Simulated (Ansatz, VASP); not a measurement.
# HfB2: VASP beside Ansatz, part 2 of 2

Aim: how closely do two programs agree when they are given the same cell, functional and k mesh? The cell is taken from a series of runs on this material, whose earlier steps may have relaxed, scaled, displaced or heated it; both programs get it as it stands.

VASP 6.6.1 and Ansatz 0.2.0.

So far: The structure; Ansatz: zone-centre phonons, PBEsol.

**3. VASP: zone-centre phonons, PBEsol**

Level of this step: PBEsol; plane waves and PAW (B, Hf_pv) (VASP).

The same cell, functional, mesh and smearing now go to VASP, with its own data sets.

Lines of VASP's logs that name or quote its potential files are left out, and so is its time.

File INCAR:

```
SYSTEM = HfB2
PREC = Accurate
ENCUT = 500
EDIFF = 1E-08
NELM = 120
ISMEAR = 1
SIGMA = 0.2
LREAL = .FALSE.
ALGO = Normal
GGA = PS
NBANDS = 14
LASPH = .TRUE.
LORBIT = 11
LWAVE = .FALSE.
LCHARG = .FALSE.
ISIF = 2
IBRION = 8
GGA_COMPAT = .FALSE.
KPAR = 2
```

File POSCAR:

```
HfB2
1.0
    3.1109132148      0.0000000000      0.0000000000
   -1.5554566074      2.6941298729      0.0000000000
    0.0000000000      0.0000000000      3.5506149920
B Hf
2 1
Direct
    0.3333333333      0.6666666667      0.5000000000
    0.6666666667      0.3333333333      0.5000000000
    0.0000000000      0.0000000000      0.0000000000
```

File KPOINTS:

```
Automatic mesh
0
Gamma
15 15 12
0 0 0
```

The projector-augmented-wave data sets are B and Hf_pv (PBE family, release 64).

The run is started by

```bash
mpirun -np 2 vasp_std
```

Numbers of over 12 decimals in the logs are rounded to 6 here.

The program printed:

```text
[banner, memory and clock lines left out]
running    2 mpi-ranks, on    1 nodes
 distrk:  each k-point on    1 cores,    2 groups
 distr:  one band on    1 cores,    1 groups

 POSCAR found type information on POSCAR B Hf
 POSCAR found :  2 types and       3 ions
|                                                                             |
|               ----> ADVICE to this user running VASP <----                  |
|                                                                             |
|     You enforced a specific xc type in the INCAR file but a different       |
|     [... a line on the potential file left out ...]
|     I HOPE YOU KNOW WHAT YOU ARE DOING!                                     |
|                                                                             |

 LDA part: xc-table for (Slater+PW92), standard interpolation
 POSCAR, INCAR and KPOINTS ok, starting setup
 FFT: planning ... GRIDC
 FFT: planning ... GRID_SOFT
 FFT: planning ... GRID
 WAVECAR not read
 entering main loop
       N       E                     dE             d eps       ncg     rms          rms(c)
DAV:   1     0.249498665304E+02    0.24950E+02   -0.80007E+03  5292   0.105E+03
DAV:   2    -0.286433451732E+02   -0.53593E+02   -0.49912E+02  6868   0.221E+02
DAV:   3    -0.301469831860E+02   -0.15036E+01   -0.14945E+01  7086   0.277E+01
DAV:   4    -0.301544187567E+02   -0.74356E-02   -0.74340E-02  6096   0.233E+00
DAV:   5    -0.301544688873E+02   -0.50131E-04   -0.50128E-04  7044   0.166E-01    0.520E+01
DAV:   6    -0.279442385142E+02    0.22102E+01   -0.33634E+00  6354   0.126E+01    0.385E+01
DAV:   7    -0.278976374825E+02    0.46601E-01   -0.10873E+00  6750   0.729E+00    0.116E+01
DAV:   8    -0.278386529130E+02    0.58985E-01   -0.27715E-01  6320   0.388E+00    0.156E+00
DAV:   9    -0.278336260262E+02    0.50269E-02   -0.26262E-02  6210   0.127E+00    0.485E-01
DAV:  10    -0.278332236009E+02    0.40243E-03   -0.12883E-03  6480   0.303E-01    0.264E-01
DAV:  11    -0.278332339300E+02   -0.10329E-04   -0.90895E-05  6462   0.741E-02    0.114E-01
DAV:  12    -0.278332311004E+02    0.28296E-05   -0.44482E-06  6438   0.159E-02    0.745E-03
DAV:  13    -0.278332311325E+02   -0.32110E-07   -0.43593E-07  6402   0.528E-03    0.183E-03
DAV:  14    -0.278332311436E+02   -0.11117E-07   -0.40946E-08  6276   0.167E-03    0.840E-04
DAV:  15    -0.278332311573E+02   -0.13745E-07   -0.22027E-09  2904   0.410E-04    0.112E-03
DAV:  16    -0.278332311555E+02    0.18260E-08   -0.19299E-10  2838   0.126E-04
   1 F= -.27833231E+02 E0= -.27833465E+02  d E =0.701101E-03
 Linear response reoptimize wavefunctions to high precision
DAV:   1    -0.278332311525E+02    0.29795E-08   -0.18708E-10  2982   0.112E-04
DAV:   2    -0.278332311525E+02   -0.77307E-11   -0.20602E-11  2778   0.421E-05
 Linear response DOF=           4
 Linear response progress:
  Degree of freedom:   1/  4
       N       E                     dE             d eps       ncg     rms          rms(c)
RMM:   1    -0.445363591817E-01   -0.44536E-01    0.23535E-02 53293   0.111E+00
RMM:   2    -0.432815112191E-01    0.12548E-02   -0.12123E-03 37932   0.197E-01    0.248E-01
RMM:   3    -0.431714073935E-01    0.11010E-03   -0.49873E-04 33916   0.111E-01    0.132E-01
RMM:   4    -0.436601094054E-01   -0.48870E-03   -0.48384E-04 34002   0.104E-01    0.183E-02
RMM:   5    -0.436282577421E-01    0.31852E-04   -0.15784E-05 37746   0.216E-02    0.575E-03
RMM:   6    -0.436252052194E-01    0.30525E-05   -0.70253E-07 39854   0.433E-03    0.180E-03
RMM:   7    -0.436216077665E-01    0.35975E-05   -0.10451E-07 39902   0.155E-03    0.940E-04
RMM:   8    -0.436226523307E-01   -0.10446E-05   -0.67329E-09 41577   0.384E-04    0.306E-04
RMM:   9    -0.436228136735E-01   -0.16134E-06   -0.10647E-08 41312   0.981E-05    0.142E-04
RMM:  10    -0.436227925845E-01    0.21089E-07   -0.11138E-09 39236   0.432E-05    0.553E-05
RMM:  11    -0.436228499526E-01   -0.57368E-07   -0.47764E-10 40422   0.147E-05    0.976E-06
RMM:  12    -0.436228516259E-01   -0.16733E-08   -0.46739E-10 38239   0.401E-06    0.510E-06
 first order change of Fermi-energy   0.11203E-04
 force on displaced ion       1 direction 1 : -17.492  -0.001   0.000
 Linear response progress:
  Degree of freedom:   2/  4
       N       E                     dE             d eps       ncg     rms          rms(c)
RMM:   1    -0.449443414633E-01   -0.44944E-01    0.47975E-02 18332   0.127E+00
RMM:   2    -0.450374111395E-01   -0.93070E-04   -0.12182E-03 13557   0.198E-01    0.431E-01
RMM:   3    -0.448879987313E-01    0.14941E-03   -0.83410E-04 12351   0.139E-01    0.205E-01
RMM:   4    -0.452770076924E-01   -0.38901E-03   -0.41143E-04 13458   0.898E-02    0.309E-02
RMM:   5    -0.453066582317E-01   -0.29651E-04   -0.28778E-05 13495   0.282E-02    0.869E-03
RMM:   6    -0.453025058284E-01    0.41524E-05   -0.45294E-06 13883   0.700E-03    0.331E-03
RMM:   7    -0.452906782801E-01    0.11828E-04   -0.56458E-07 13060   0.253E-03    0.582E-04
RMM:   8    -0.452899227892E-01    0.75549E-06   -0.93751E-08 14573   0.645E-04    0.157E-04
RMM:   9    -0.452899526444E-01   -0.29855E-07    0.99069E-09 14776   0.117E-04    0.148E-04
RMM:  10    -0.452899926606E-01   -0.40016E-07   -0.55600E-09 15235   0.282E-05    0.805E-05
RMM:  11    -0.452900692769E-01   -0.76616E-07    0.52980E-09 13390   0.256E-05    0.102E-05
RMM:  12    -0.452900592949E-01    0.99820E-08    0.42934E-09 14410   0.624E-06    0.411E-06
 first order change of Fermi-energy  -0.43729E-04
 force on displaced ion       1 direction 3 :   0.000  -0.000  -9.377
 Linear response progress:
  Degree of freedom:   3/  4
       N       E                     dE             d eps       ncg     rms          rms(c)
RMM:   1    -0.203987951766E+00   -0.20399E+00    0.46427E+00 13831   0.125E+01
RMM:   2    -0.203355368798E+00    0.63258E-03   -0.32026E-02 19195   0.124E+00    0.478E-01
RMM:   3    -0.202632023607E+00    0.72335E-03   -0.11279E-03 25287   0.170E-01    0.206E-01
RMM:   4    -0.202159623948E+00    0.47240E-03   -0.76609E-05 26708   0.535E-02    0.138E-01
RMM:   5    -0.201658115957E+00    0.50151E-03   -0.31278E-05 26543   0.397E-02    0.130E-02
RMM:   6    -0.201647049988E+00    0.11066E-04   -0.29182E-06 25905   0.108E-02    0.344E-03
RMM:   7    -0.201664532529E+00   -0.17483E-04   -0.23888E-07 27892   0.268E-03    0.368E-03
RMM:   8    -0.201665552953E+00   -0.10204E-05   -0.38180E-07 27637   0.593E-04    0.501E-04
RMM:   9    -0.201665007868E+00    0.54508E-06   -0.34576E-07 27901   0.274E-04    0.366E-04
RMM:  10    -0.201665389215E+00   -0.38135E-06   -0.31373E-07 27284   0.883E-05    0.172E-05
RMM:  11    -0.201665373095E+00    0.16120E-07   -0.13571E-07 28606   0.337E-05    0.339E-05
RMM:  12    -0.201665383665E+00   -0.10570E-07   -0.62809E-08 27233   0.145E-05    0.239E-05
RMM:  13    -0.201665392847E+00   -0.91822E-08   -0.31936E-08 21739   0.790E-06    0.140E-06
 first order change of Fermi-energy   0.38424E-04
 force on displaced ion       3 direction 1 : -13.141  -0.000   0.000
 Linear response progress:
  Degree of freedom:   4/  4
       N       E                     dE             d eps       ncg     rms          rms(c)
RMM:   1    -0.231266224452E+00   -0.23127E+00    0.44055E+00  6010   0.126E+01
RMM:   2    -0.230199787953E+00    0.10664E-02   -0.38537E-02  8104   0.133E+00    0.806E-01
RMM:   3    -0.229755819640E+00    0.44397E-03   -0.21582E-03 10701   0.212E-01    0.407E-01
RMM:   4    -0.229371817295E+00    0.38400E-03   -0.21797E-04 10328   0.757E-02    0.160E-01
RMM:   5    -0.229138975964E+00    0.23284E-03   -0.25549E-05 10654   0.317E-02    0.240E-02
RMM:   6    -0.229080145457E+00    0.58831E-04   -0.44643E-06 10785   0.983E-03    0.447E-03
RMM:   7    -0.229094718864E+00   -0.14573E-04    0.83171E-06 11544   0.331E-03    0.496E-03
RMM:   8    -0.229088821784E+00    0.58971E-05    0.17949E-05 11507   0.982E-04    0.124E-03
RMM:   9    -0.229087560507E+00    0.12613E-05    0.98672E-06 11589   0.345E-04    0.160E-04
RMM:  10    -0.229087455123E+00    0.10538E-06    0.47545E-06 12432   0.127E-04    0.615E-05
RMM:  11    -0.229087392227E+00    0.62896E-07    0.22999E-06 11999   0.528E-05    0.457E-05
RMM:  12    -0.229087388799E+00    0.34281E-08    0.11541E-06 11611   0.287E-05    0.834E-06
RMM:  13    -0.229087381667E+00    0.71323E-08    0.62861E-07 10189   0.151E-05    0.846E-06
RMM:  14    -0.229087374239E+00    0.74279E-08    0.29428E-07  8977   0.929E-06    0.165E-06
RMM:  15    -0.229087371652E+00    0.25870E-08    0.15042E-07  7155   0.611E-06    0.567E-07
RMM:  16    -0.229087370813E+00    0.83947E-09    0.64701E-08  6679   0.466E-06    0.527E-07
 first order change of Fermi-energy  -0.22151E-03
 force on displaced ion       3 direction 3 :   0.000  -0.000 -13.991
 Linear response finished
```

OUTCAR, selected parts (step 3):

```text
ion  position               nearest neighbor table
   1  0.333  0.667  0.500-   2 1.80   2 1.80   2 1.80   3 2.53   3 2.53   3 2.53   3 2.53   3 2.53
                             3 2.53
   2  0.667  0.333  0.500-   1 1.80   1 1.80   1 1.80   3 2.53   3 2.53   3 2.53   3 2.53   3 2.53
                             3 2.53
   3  0.000  0.000  0.000-   1 2.53   2 2.53   1 2.53   2 2.53   1 2.53   1 2.53   2 2.53   2 2.53
                             2 2.53   2 2.53   1 2.53   1 2.53

  LATTYP: Found a hexagonal cell.
 ALAT       =     3.1109132148
 C/A-ratio  =     1.1413417048

 Subroutine GETGRP returns: Found 24 space group operations
 (whereof 24 operations were pure point group operations)

The static configuration has the point symmetry D_6h.

 Found    189 irreducible k-points:

   k-points           NKPTS =    189   k-points in BZ     NKDIM =    189   number of bands    NBANDS=     14

   dimension x,y,z NGX =    24 NGY =   24 NGZ =   28
   dimension x,y,z NGXF=    48 NGYF=   48 NGZF=   56

   ENCUT  =  500.0 eV  36.75 Ry    6.06 a.u.   5.67  5.67  6.47*2*pi/ulx,y,z

   NELECT =      16.0000    total number of electrons

 k-points in reciprocal lattice and weights: Automatic mesh
   0.00000000  0.00000000  0.00000000       0.000
   0.06666667 -0.00000000  0.00000000       0.002
   0.13333333 -0.00000000  0.00000000       0.002
   0.20000000  0.00000000  0.00000000       0.002
   0.26666667 -0.00000000  0.00000000       0.002
   0.33333333  0.00000000  0.00000000       0.002
   0.40000000 -0.00000000  0.00000000       0.002
   0.46666667  0.00000000  0.00000000       0.002
   0.06666667  0.06666667  0.00000000       0.002
[...]
0.33333333  0.26666667  0.50000000       0.004
   0.33333333  0.33333333  0.50000000       0.001

 average (electrostatic) potential at core
       1 -25.1332       2 -25.1332       3 -34.2124

  Total       -0.0463813     -0.0463813     -2.2286546      0.0000000     -0.0000000      0.0000000
  in kB       -2.4971455     -2.4971455   -119.9895253      0.0000000     -0.0000000      0.0000000
  external PRESSURE =     -41.6612721 kB  Pullay stress =       0.0000000 kB

  energy-cutoff  :      500.00
  volume of cell :       29.76
      direct lattice vectors                 reciprocal lattice vectors
     3.110913215  0.000000000  0.000000000     0.321449019  0.185588677  0.000000000
    -1.555456607  2.694129873  0.000000000     0.000000000  0.371177355  0.000000000
     0.000000000  0.000000000  3.550614992     0.000000000  0.000000000  0.281641350

 POSITION                                       TOTAL-FORCE (eV/Angst)
 -----------------------------------------------------------------------------------
     -0.00000      1.79609      1.77531         0.000000      0.000000      0.000000
      1.55546      0.89804      1.77531        -0.000000     -0.000000     -0.000000
      0.00000      0.00000      0.00000         0.000000      0.000000     -0.000000
 -----------------------------------------------------------------------------------
    total drift:                               -0.000000      0.000000      0.000000

 Eigenvectors and eigenvalues of the dynamical matrix
 ----------------------------------------------------

   1 f  =   25.342025 THz   159.228638 2PiTHz  845.318956 cm-1   104.806146 meV
             X         Y         Z           dx          dy          dz
     -0.000000  1.796087  1.775307    -0.707107   -0.000001   -0.000000
      1.555457  0.898043  1.775307     0.707107    0.000001    0.000000
      0.000000  0.000000  0.000000    -0.000000    0.000000    0.000000

   2 f  =   25.342025 THz   159.228638 2PiTHz  845.318956 cm-1   104.806146 meV
             X         Y         Z           dx          dy          dz
     -0.000000  1.796087  1.775307    -0.000001    0.707107   -0.000000
      1.555457  0.898043  1.775307     0.000001   -0.707107    0.000000
      0.000000  0.000000  0.000000     0.000000   -0.000000    0.000000

   3 f  =   16.304312 THz   102.443015 2PiTHz  543.853315 cm-1    67.429187 meV
             X         Y         Z           dx          dy          dz
     -0.000000  1.796087  1.775307    -0.000000    0.000000    0.707107
      1.555457  0.898043  1.775307    -0.000000   -0.000000   -0.707107
      0.000000  0.000000  0.000000     0.000000    0.000000    0.000000

   4 f  =   13.314981 THz    83.660490 2PiTHz  444.139944 cm-1    55.066310 meV
             X         Y         Z           dx          dy          dz
     -0.000000  1.796087  1.775307     0.000000    0.000000    0.667811
      1.555457  0.898043  1.775307     0.000000    0.000000    0.667811
      0.000000  0.000000  0.000000     0.000000   -0.000000   -0.328721

   5 f  =   12.909579 THz    81.113274 2PiTHz  430.617188 cm-1    53.389703 meV
             X         Y         Z           dx          dy          dz
     -0.000000  1.796087  1.775307    -0.667845   -0.000000   -0.000000
      1.555457  0.898043  1.775307    -0.667845   -0.000000    0.000000
      0.000000  0.000000  0.000000     0.328583   -0.000000    0.000000

   6 f  =   12.909579 THz    81.113274 2PiTHz  430.617188 cm-1    53.389703 meV
             X         Y         Z           dx          dy          dz
     -0.000000  1.796087  1.775307    -0.000000    0.667845   -0.000000
      1.555457  0.898043  1.775307    -0.000000    0.667845   -0.000000
      0.000000  0.000000  0.000000     0.000000   -0.328583    0.000000

   7 f/i=    0.000179 THz     0.001122 2PiTHz    0.005954 cm-1     0.000738 meV
             X         Y         Z           dx          dy          dz
     -0.000000  1.796087  1.775307     0.000000   -0.000000    0.232441
      1.555457  0.898043  1.775307     0.000000   -0.000000    0.232441
      0.000000  0.000000  0.000000     0.000000   -0.000000    0.944427

   8 f/i=    0.001720 THz     0.010807 2PiTHz    0.057373 cm-1     0.007113 meV
             X         Y         Z           dx          dy          dz
     -0.000000  1.796087  1.775307     0.231502   -0.019754   -0.000000
      1.555457  0.898043  1.775307     0.231502   -0.019754   -0.000000
      0.000000  0.000000  0.000000     0.941055   -0.080300   -0.000000

   9 f/i=    0.001720 THz     0.010807 2PiTHz    0.057373 cm-1     0.007113 meV
             X         Y         Z           dx          dy          dz
     -0.000000  1.796087  1.775307    -0.019754   -0.231502   -0.000000
      1.555457  0.898043  1.775307    -0.019754   -0.231502   -0.000000
      0.000000  0.000000  0.000000    -0.080300   -0.941055   -0.000000

 ELASTIC MODULI CONTR FROM IONIC RELAXATION (kBar)
 Direction    XX          YY          ZZ          XY          YZ          ZX
 --------------------------------------------------------------------------------
 XX          -0.3867      0.3867     -0.0000     -0.0000     -0.0000      0.0000
 YY           0.3867     -0.3867      0.0000      0.0000      0.0000      0.0000
 ZZ          -0.0000      0.0000     -0.0000     -0.0000     -0.0000      0.0000
 XY          -0.0000      0.0000     -0.0000     -0.3867      0.0000      0.0000
 YZ          -0.0000      0.0000     -0.0000      0.0000     -0.0000      0.0000
 ZX           0.0000      0.0000      0.0000      0.0000      0.0000      0.0000
 --------------------------------------------------------------------------------
```

Harder data sets than Hf_pv exist (the GW ones), and pressures, volumes and forces can shift noticeably with them.

**4. Side by side**

Known differences besides the potentials themselves: the data sets hold 32 valence electrons in Ansatz (on its PAW soft_1 files) and 16 in VASP; the cutoff is 420 eV in Ansatz and 500 eV in VASP; Ansatz makes its cores anew for this functional, VASP keeps those of its PBE data sets. Total energies have different zeros and are not compared.

Both answers:

| quantity | Ansatz | VASP | difference |
| --- | --- | --- | --- |
| optical mode 1 to 2 (cm⁻¹) | 429.5 | 430.6 | -0.26 % |
| optical mode 3 (cm⁻¹) | 443.2 | 444.1 | -0.20 % |
| optical mode 4 (cm⁻¹) | 543.4 | 543.9 | -0.09 % |
| optical mode 5 to 6 (cm⁻¹) | 841.1 | 845.3 | -0.50 % |

Modes are paired by rising frequency, not by their patterns, so a pair may set unlike modes beside each other; they are those without the splitting of longitudinal modes.

**5. What came out**

| Item | Value |
| --- | --- |
| r.m.s. difference of the optical zone-centre modes, each program's sorted by frequency (zone-centre phonons, PBEsol) | 2.6 cm⁻¹ |

**Reading.** The r.m.s. difference of the optical zone-centre modes, each program's sorted by frequency is 2.6 cm⁻¹ (zone-centre phonons, PBEsol). The data sets hold unlike numbers of valence electrons (32 in Ansatz and 16 in VASP), so part of the differences comes from the potentials. How closely two codes agree says nothing of how well the functional describes the real material.

[Lines on the potential files, build, host, timing and source positions are cut from VASP's logs without a mark.]

[Logs are printed without paths, hosts, clocks, repeated set-up lines and the standing remarks that a program may print on its own settings, such as how far it seeks lower states.]

[Hosts, paths, dates, database ids (printed as entryN), source tags and the programs' standing remarks are cut or masked in the printed files.]
